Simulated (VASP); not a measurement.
These are PW91 GGA, VASP's PBE PAW potentials (set 64) (plane waves; VASP) values and carry that method's errors.

VASP ran on this input.

INCAR:
```
SYSTEM = SnTe
PREC = Accurate; ENCUT = 520; LREAL = F
LASPH = T
EDIFF = 1E-7; NELM = 100; ALGO = Normal
LMAXMIX = 4
ISMEAR = 0; SIGMA = 0.05
GGA = 91
ISIF = 2
LWAVE = F; LCHARG = F
```

POSCAR:
```
SnTe
1
    0.0000000000     3.1715135272     3.1715135272
    3.1715135272     0.0000000000     3.1715135272
    3.1715135272     3.1715135272     0.0000000000
Sn Te
1 1
Direct
  0.0000000000   0.0000000000   0.0000000000
  0.5000000000   0.5000000000   0.5000000000
```

**KPOINTS**
```
Automatic mesh
0
Gamma
7 7 7
0 0 0
```

POTCAR, in this order: Sn_d Te (PBE.64 set). Program: vasp_std.

Question: What does the run give for the energy per atom (σ→0), pressure?

Answer: 
- energy per atom (σ→0): -3.807 eV/atom
- pressure: 13.2 kbar

File OSZICAR:
```
...
DAV:   8    -0.761459906748E+01   -0.19918E-03   -0.67640E-03   650   0.803E-01    0.162E-01
DAV:   9    -0.761470911731E+01   -0.11005E-03   -0.54756E-04   718   0.237E-01    0.365E-02
DAV:  10    -0.761470972260E+01   -0.60529E-06   -0.54487E-05   674   0.713E-02    0.253E-02
DAV:  11    -0.761471496325E+01   -0.52407E-05   -0.31264E-05   596   0.508E-02    0.218E-02
DAV:  12    -0.761471486162E+01    0.10164E-06   -0.23226E-06   674   0.122E-02    0.104E-02
DAV:  13    -0.761471443274E+01    0.42887E-06   -0.27258E-07   610   0.383E-03    0.298E-03
DAV:  14    -0.761471443243E+01    0.31150E-09   -0.18569E-07   342   0.521E-03
   1 F= -.76147144E+01 E0= -.76147144E+01  d E =-.167194E-14
```

The compound is SnTe in the rock salt structure, which distorts at low temperature. This cell is one point of a volume scan, at 0.97 of the reference volume.
